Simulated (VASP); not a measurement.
An input for Ansatz (written as the equivalent of a VASP run, and not itself run):

Ansatz 0.2 input:
```yaml
crystal:
  lattice:
    - [0.0000000, 1.9396579, 1.9396579]
    - [1.9396579, 0.0000000, 1.9396579]
    - [1.9396579, 1.9396579, 0.0000000]
  atoms:
    - { symbol: Re, position: [0.0000000, 0.0000000, 0.0000000] }
kpoints:
  mp_grid: { grid: [18, 18, 18] }
hamiltonian:
  xc: pbesol
  pseudopotentials: { kind: paw }
scf:
  occupations: { method: tetrahedron }
  max_iter: 100
output: { forces: true, stress: true, eigenvalues: true }
```

Problem. Write the VASP files for the same calculation (PBEsol).

Solution. Several could match; the one computed here: 
**KPOINTS**
```
Regular mesh
0
gamma
  18 18 18
0 0 0
```

File POSCAR:
```
Re
1
   -0.0000000000     1.9396578608     1.9396578608
    1.9396578608     0.0000000000     1.9396578608
    1.9396578608     1.9396578608     0.0000000000
Re
1
Direct
  0.0000000000   0.0000000000   0.0000000000
```

**INCAR**
```
SYSTEM = Re
PREC = Accurate
ENCUT = 400
EDIFF = 1E-7
NELM = 100
ALGO = Normal
LREAL = .FALSE.
LASPH = .TRUE.
ISMEAR = -5
GGA = PS
LMAXMIX = 6
LWAVE = .FALSE.
LCHARG = .TRUE.
LORBIT = 11
NEDOS = 601
ISIF = 2
```

POTCAR, in this order: Re (PBE.64 set). Program: vasp_std.

The two are equivalent in intent, not identical: each code has its own PAW files, so the cut-off isn't converted (ENCUT is set for VASP's; basis.ecutwfc is left out, and Ansatz then takes the one that its files recommend); Ansatz stops its SCF on the density residual and VASP on the energy change (EDIFF).

The structure was generated: Re was put into the fcc type (Fm-3m), which need not be its known phase. It was relaxed first.
